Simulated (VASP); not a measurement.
Data:

```
CELL_PARAMETERS angstrom
      0.00000     1.80332     1.80332
      1.80332     0.00000     1.80332
      1.80332     1.80332     0.00000
ATOMIC_POSITIONS crystal
  C  0.00000 0.00000 0.00000
  C  0.25000 0.25000 0.25000
```

The numbers are results of vdW-DF2, VASP's PBE PAW potentials (set 64) (plane waves; VASP), not measurements. Settings: 520 eV cut-off, 11×11×11 Γ-centred mesh, Gaussian smearing of 0.050 eV, potentials C.

Task: Predict the energy per atom (σ→0).

Result: 
```json
{
 "energy per atom (σ→0)": "-7.338 eV/atom"
}
```

Total energies compare only between runs with the same potentials, cut-off and functional.

The compound is C in the diamond structure. It was relaxed first. The start is the result of an earlier pass.
